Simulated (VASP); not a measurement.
# Ag: Ag into a neighbouring Ag vacancy, part 3 of 4

Aim: the barrier for one hop in Ag: Ag into a neighbouring Ag vacancy.

VASP 6.6.1; PBEsol; plane waves and PAW (Ag).

So far. Step 2 (Relax the host): The run ended after 3 ionic steps, 0.008 eV below its first step, once forces and stress met EDIFFG = -0.02. Step 3 (Relax the start): The run ended after 7 ionic steps, 0.082 eV below its first step, once the forces on the free atoms met EDIFFG = -0.05.

### 4. Relax the end

The end state is relaxed in the same way, so that both ends share their errors.

INCAR reads:

```
SYSTEM = Ag
PREC = Normal
ENCUT = 280
EDIFF = 1E-05
NELM = 120
ISMEAR = 1
SIGMA = 0.15
LREAL = Auto
ALGO = Fast
GGA = PS
NBANDS = 198
LASPH = .TRUE.
LORBIT = 11
LWAVE = .FALSE.
LCHARG = .FALSE.
KPAR = 6
IBRION = 2
NSW = 60
ISIF = 2
EDIFFG = -0.05
POTIM = 0.4
MAXMIX = 40
ISYM = 0
```

POSCAR reads:

```
Ag
1.0
    8.0821366520      0.0000000000      0.0000000000
    0.0000000000      8.0821366520      0.0000000000
    0.0000000000      0.0000000000      8.0821366520
Ag
31
Direct
    0.4993594564      0.0026125339     -0.0055699486
    0.7496568845      0.0000816618      0.2464728412
    0.0008235783     -0.0016116555      0.0021342000
    0.2496892107      0.2516558820      0.0030161420
    0.5009475949      0.4978329465     -0.0037473225
    0.7543389123      0.7497245971     -0.0017039181
    0.2503569776     -0.0004736652      0.2521087054
    0.5000839584      0.2500340246      0.2482317059
    0.7511619900      0.4974416005      0.2516478054
    0.5037711253     -0.0037729776      0.4938970860
    0.7515265239      0.2563050105      0.4975231182
    0.7469050368      0.0014574585      0.7479195561
   -0.0012522072      0.4991385509      0.0013164887
    0.2489970416      0.7506876470     -0.0004368480
   -0.0020902173      0.2492085601      0.2476481475
    0.2500161219      0.4972188883      0.2472955311
    0.5036053877      0.7498683907      0.2498666144
    0.0012658445     -0.0010414499      0.4994344679
    0.2510520701      0.2506988643      0.4971312123
    0.5020621839      0.4985389137      0.4973866343
    0.7477716906      0.7490335592      0.5040269061
    0.2470910269      0.0003961227      0.7447097545
    0.4999961225      0.2522260609      0.7494143546
    0.7484426026      0.5005728957      0.7517325907
    0.0016422825      0.7548810703      0.2505176044
   -0.0014659740      0.4996882528      0.4998205956
    0.2502690808      0.7499256934      0.5004304949
   -0.0041346741      0.2520529941      0.7485777541
    0.2470969095      0.5015781747      0.7532598459
    0.5012200441      0.7503988037      0.7476931340
    0.0071059609      0.7521782820      0.7471807092
```

KPOINTS reads:

```
Automatic mesh
0
Monkhorst-Pack
2 2 2
0 0 0
```

The projector-augmented-wave data sets are Ag (PBE family, release 64).

The run is started by

```console
$ mpirun -np 6 vasp_std
```

What it wrote:

```text
[... set-up lines as in an earlier step ...]
 entering main loop
       N       E                     dE             d eps       ncg     rms          rms(c)
DAV:   1     0.175834509335E+04    0.17583E+04   -0.12175E+05  1584   0.106E+03
DAV:   2    -0.437973012282E+02   -0.18021E+04   -0.17204E+04  1640   0.298E+02
DAV:   3    -0.109880519645E+03   -0.66083E+02   -0.64615E+02  1664   0.584E+01
DAV:   4    -0.110532722296E+03   -0.65220E+00   -0.65087E+00  1688   0.567E+00
DAV:   5    -0.110539484023E+03   -0.67617E-02   -0.67598E-02  1674   0.586E-01    0.328E+01
RMM:   6    -0.100645428284E+03    0.98941E+01   -0.34948E+01  1584   0.159E+01    0.200E+01
RMM:   7    -0.100387357270E+03    0.25807E+00   -0.20190E+00  1584   0.260E+00    0.109E+01
RMM:   8    -0.100288318823E+03    0.99038E-01   -0.23095E-01  1584   0.138E+00    0.134E+00
RMM:   9    -0.100282395599E+03    0.59232E-02   -0.33577E-02  1586   0.449E-01    0.200E-01
RMM:  10    -0.100282757801E+03   -0.36220E-03   -0.53141E-03  1586   0.127E-01    0.115E-01
RMM:  11    -0.100282810761E+03   -0.52960E-04   -0.79751E-04  1584   0.774E-02    0.562E-02
RMM:  12    -0.100282811644E+03   -0.88241E-06   -0.12811E-04  1596   0.260E-02    0.141E-02
RMM:  13    -0.100282807380E+03    0.42636E-05   -0.40407E-05  1049   0.146E-02
   1 F= -.10028281E+03 E0= -.10027612E+03  d E =-.100283E+03
 curvature:   0.00 expect dE= 0.000E+00 dE for cont linesearch  0.000E+00
 trial: gam= 0.00000 g(F)=  0.762E-01 g(S)=  0.000E+00 ort = 0.000E+00 (trialstep = 0.100E+01)
 search vector abs. value=  0.762E-01
 bond charge predicted
       N       E                     dE             d eps       ncg     rms          rms(c)
DAV:   1    -0.100336768163E+03   -0.53957E-01   -0.20375E+01  1620   0.927E+00    0.277E-01
RMM:   2    -0.100344460430E+03   -0.76923E-02   -0.80167E-02  1584   0.907E-01    0.185E-01
RMM:   3    -0.100344808044E+03   -0.34761E-03   -0.71617E-03  1587   0.253E-01    0.113E-01
RMM:   4    -0.100344600563E+03    0.20748E-03   -0.99283E-04  1584   0.808E-02    0.366E-02
RMM:   5    -0.100344594983E+03    0.55794E-05   -0.18379E-04  1584   0.376E-02    0.134E-02
RMM:   6    -0.100344592745E+03    0.22381E-05   -0.42228E-05  1130   0.148E-02
   2 F= -.10034459E+03 E0= -.10033834E+03  d E =-.617854E-01
[...]
3 F= -.10038272E+03 E0= -.10037693E+03  d E =-.999088E-01
[...]
4 F= -.10038414E+03 E0= -.10037843E+03  d E =-.101335E+00
[...]
5 F= -.10039149E+03 E0= -.10038578E+03  d E =-.734662E-02
 trial-energy change:   -0.007347  1 .order   -0.007074   -0.008863   -0.005284
 step:   2.3931(harm=  3.2784)  dis= 0.00936  next Energy=  -100.393768 (dE=-0.963E-02)
 bond charge predicted
       N       E                     dE             d eps       ncg     rms          rms(c)
DAV:   1    -0.100394115487E+03   -0.26290E-02   -0.22033E+00  1608   0.305E+00    0.807E-02
RMM:   2    -0.100394826006E+03   -0.71052E-03   -0.74103E-03  1584   0.289E-01    0.389E-02
RMM:   3    -0.100394902145E+03   -0.76139E-04   -0.79232E-04  1585   0.828E-02    0.379E-02
RMM:   4    -0.100394907744E+03   -0.55985E-05   -0.11909E-04  1567   0.278E-02    0.347E-02
RMM:   5    -0.100394908610E+03   -0.86622E-06   -0.24267E-05   856   0.131E-02
   6 F= -.10039491E+03 E0= -.10038920E+03  d E =-.107661E-01
 curvature:  -1.41 expect dE=-0.169E-02 dE for cont linesearch -0.743E-03
 trial: gam=-0.09486 g(F)=  0.119E-02 g(S)=  0.000E+00 ort = 0.195E-02 (trialstep = 0.154E+01)
 search vector abs. value=  0.889E-03
 reached required accuracy - stopping structural energy minimisation
```

The job ended after 2.4 min (6 MPI ranks of AMD EPYC 7R43, shared host; peak memory 1.6 GiB).

Parts of OUTCAR (step 4):

```text
 Found      4 irreducible k-points:

   NELECT =     341.0000    total number of electrons

 E-fermi :   8.2042

 k-point     1 :       0.2500    0.2500    0.2500
  band No.  band energies     occupation
    ...
    167       7.9512      2.03827
    168       7.9517      2.03857
    169       8.0674      2.02679
    170       8.1599      1.47643
    171       8.1630      1.44626
    172       8.3405     -0.02576
    173       8.5904     -0.00165
    174       8.7035     -0.00003
    175       8.7066     -0.00002
    176       9.7878     -0.00000
    ...

 k-point     2 :      -0.2500    0.2500    0.2500
  band No.  band energies     occupation
    ...
    167       7.9517      2.03858
    168       7.9531      2.03941
    169       8.0677      2.02615
    170       8.1610      1.46580
    171       8.1615      1.46056
    172       8.3399     -0.02441
    173       8.5909     -0.00162
    174       8.7038     -0.00003
    175       8.7049     -0.00002
    176       9.7890     -0.00000
    ...

  Total        4.3604382      4.3568440      4.3378075     -0.0114782      0.0076869     -0.0013497
  in kB       13.2331169     13.2222092     13.1644368     -0.0348343      0.0233283     -0.0040961
  external PRESSURE =      13.2065877 kB  Pullay stress =       0.0000000 kB

 POSITION                                       TOTAL-FORCE (eV/Angst)
 -----------------------------------------------------------------------------------
      4.04193      0.01097      8.05980         0.025501      0.007356      0.040739
      6.05991      0.00600      1.99502         0.011738      0.014411      0.015162
      0.00174      0.00499      8.07308        -0.010725      0.019095      0.006475
      2.01552      2.02004      8.07929         0.023115     -0.004968     -0.011645
      4.05247      4.03263      8.07391         0.003901     -0.006664     -0.005808
      6.07490      6.06778      8.06862        -0.038760     -0.007592      0.000439
      2.03063      0.00910      2.01075        -0.020203      0.006426     -0.024436
      4.05277      2.01925      1.99916         0.008381      0.014059      0.004398
      6.06606      4.03944      2.00838        -0.002026     -0.014857     -0.010803
      4.06520      0.00732      4.02030        -0.026564      0.016477      0.035204
      6.06200      2.03130      4.03204        -0.005622     -0.024041     -0.004023
      6.05854      0.01427      6.05692         0.011447     -0.006854      0.024235
      8.07250      4.03752      0.00397         0.007329      0.003821     -0.026171
      2.02617      6.06664      8.08137        -0.020248     -0.005858     -0.018730
      8.07120      2.01451      2.00624         0.003910      0.021027     -0.005208
      2.02078      4.02957      1.99877         0.005449     -0.001497      0.008428
      4.06652      6.05519      1.99138        -0.023994      0.026790      0.021851
      8.06448      0.01674      4.03321         0.018834     -0.012230     -0.000243
      2.02050      2.02618      4.02994        -0.003752     -0.005593     -0.002049
      4.05055      4.03022      4.03236         0.009468      0.009731      0.005192
      6.06626      6.05634      4.04637        -0.015946      0.027583     -0.038259
      2.01984      0.02515      6.04919         0.007082     -0.037109      0.026310
      4.04098      2.02674      6.05001         0.029841     -0.007603      0.033224
      6.06270      4.03982      6.07057         0.001266     -0.014479     -0.019773
      8.07518      6.06990      2.01538        -0.002436     -0.013558     -0.034332
      8.07498      4.03469      4.03673        -0.000957     -0.012596      0.000561
      2.03395      6.05294      4.03094        -0.027728      0.037011      0.005857
      8.06472      2.02567      6.06516         0.020783     -0.004561      0.007543
      2.01284      4.02845      6.07870         0.023114      0.006727     -0.035438
      4.04552      6.06418      6.06542         0.019026     -0.008482      0.001755
      0.00465      6.07059      6.06443        -0.031225     -0.021975     -0.000457
 -----------------------------------------------------------------------------------
    total drift:                               -0.005045     -0.021526      0.050884

  FREE ENERGIE OF THE ION-ELECTRON SYSTEM (eV)
  ---------------------------------------------------
  free  energy   TOTEN  =      -100.3949086101 eV

  energy  without entropy=     -100.3777893142  energy(sigma->0) =     -100.38920218

 total charge
# of ion       s       p       d       tot
------------------------------------------
    1        0.442   0.286   9.148   9.877
    2        0.442   0.286   9.148   9.877
    3        0.443   0.287   9.148   9.878
    4        0.448   0.322   9.124   9.894
    5        0.442   0.286   9.148   9.877
    6        0.448   0.322   9.124   9.894
    7        0.431   0.314   9.139   9.885
    8        0.442   0.286   9.148   9.877
    9        0.443   0.287   9.148   9.879
   10        0.431   0.315   9.139   9.885
   11        0.448   0.323   9.124   9.895
   12        0.442   0.286   9.148   9.877
   13        0.442   0.287   9.148   9.878
   14        0.439   0.318   9.131   9.888
   15        0.442   0.286   9.148   9.877
   16        0.432   0.315   9.139   9.886
   17        0.431   0.315   9.139   9.885
   18        0.431   0.315   9.139   9.885
   19        0.439   0.318   9.131   9.888
   20        0.432   0.315   9.139   9.885
   21        0.439   0.318   9.131   9.888
   22        0.431   0.315   9.139   9.885
   23        0.443   0.287   9.148   9.878
   24        0.442   0.286   9.148   9.877
   25        0.431   0.315   9.139   9.885
   26        0.431   0.315   9.139   9.885
   27        0.392   0.317   9.154   9.862
   28        0.442   0.286   9.149   9.877
   29        0.431   0.315   9.139   9.885
   30        0.431   0.314   9.139   9.884
   31        0.431   0.315   9.139   9.885
--------------------------------------------------
tot         13.536   9.456 283.364 306.356

[... 6 parts as in an earlier step ...]

[... 4 further parts left out ...]
```

Relaxation path:

| step | energy less that of the first step (eV) | largest force (eV/Å) |
| --- | --- | --- |
| 1 | 0.0000 | 0.4870 |
| 2 | -0.0618 | 0.3175 |
| 3 | -0.0999 | 0.1163 |
| 4 | -0.1013 | 0.1179 |
| 5 | -0.1087 | 0.0767 |
| 6 | -0.1121 | 0.0498 |

The atoms that moved most (Å):

| atom | dx | dy | dz | length |
| --- | --- | --- | --- | --- |
| Ag31 | -0.053 | -0.009 | 0.026 | 0.059 |
| Ag10 | -0.006 | 0.038 | 0.029 | 0.048 |
| Ag22 | 0.023 | 0.022 | 0.030 | 0.044 |
| Ag11 | -0.012 | -0.040 | 0.011 | 0.043 |
| Ag25 | -0.020 | -0.031 | -0.009 | 0.038 |
| Ag18 | -0.028 | 0.025 | -0.003 | 0.038 |
| Ag21 | 0.023 | 0.003 | -0.027 | 0.036 |
| Ag3 | -0.005 | 0.018 | -0.026 | 0.032 |

Final coordinates:

```xyz
31
Lattice="8.0821 0.0000 0.0000 0.0000 8.0821 0.0000 0.0000 0.0000 8.0821" Properties=species:S:1:pos:R:3 pbc="T T T"
Ag    4.0419    0.0110   -0.0223
Ag    6.0599    0.0060    1.9950
Ag    0.0017    0.0050   -0.0091
Ag    2.0155    2.0200   -0.0028
Ag    4.0525    4.0326   -0.0082
Ag    6.0749    6.0678   -0.0135
Ag    2.0306    0.0091    2.0107
Ag    4.0528    2.0192    1.9992
Ag    6.0661    4.0394    2.0084
Ag    4.0652    0.0073    4.0203
Ag    6.0620    2.0313    4.0320
Ag    6.0585    0.0143    6.0569
Ag   -0.0096    4.0375    0.0040
Ag    2.0262    6.0666   -0.0008
Ag   -0.0109    2.0145    2.0062
Ag    2.0208    4.0296    1.9988
Ag    4.0665    6.0552    1.9914
Ag   -0.0177    0.0167    4.0332
Ag    2.0205    2.0262    4.0299
Ag    4.0505    4.0302    4.0324
Ag    6.0663    6.0563    4.0464
Ag    2.0198    0.0252    6.0492
Ag    4.0410    2.0267    6.0500
Ag    6.0627    4.0398    6.0706
Ag   -0.0070    6.0699    2.0154
Ag   -0.0072    4.0347    4.0367
Ag    2.0339    6.0529    4.0309
Ag   -0.0174    2.0257    6.0652
Ag    2.0128    4.0284    6.0787
Ag    4.0455    6.0642    6.0654
Ag    0.0047    6.0706    6.0644
```

Numbers from this step:

```
electronic cycles       : 39
free energy (TOTEN)     : -100.3949 eV
energy at zero smearing : -100.3892 eV
```

The run ended after 6 ionic steps, 0.112 eV below its first step, once the forces on the free atoms met EDIFFG = -0.05.

[end of part 3 of 4]

[Lines on the potential files, build, host, timing and source positions are cut from VASP's logs without a mark.]

[Logs are printed without paths, hosts, clocks, repeated set-up lines and the standing remarks that a program may print on its own settings, such as how far it seeks lower states.]

[Hosts, paths, dates, database ids (printed as entryN), source tags and the programs' standing remarks are cut or masked in the printed files.]

[Runs that stopped without an error message from VASP are left out.]
